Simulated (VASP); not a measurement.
Input:

```xyz
2
Lattice="0.0000 3.4373 3.4373 3.4373 0.0000 3.4373 3.4373 3.4373 0.0000" Properties=species:S:1:pos:R:3 pbc="T T T"
Rb     0.0000     0.0000     0.0000
Br     3.4373     3.4373     3.4373
```

All values below come from rev-vdW-DF2, VASP's PBE PAW potentials (set 64) (plane waves; VASP). Settings: 520 eV cut-off, Gaussian smearing of 0.050 eV, potentials Rb_sv Br.

Task: Predict the band gap (along the path) with the smallest direct gap where there is one.

Result: 
| Item | Value |
|---|---|
| band gap (along the path) | 4.13 eV |
| smallest direct gap (along the path) | 4.13 eV |

Total energies compare only between runs with the same potentials, cut-off and functional.

The compound is RbBr in the rock salt structure. It was relaxed first.
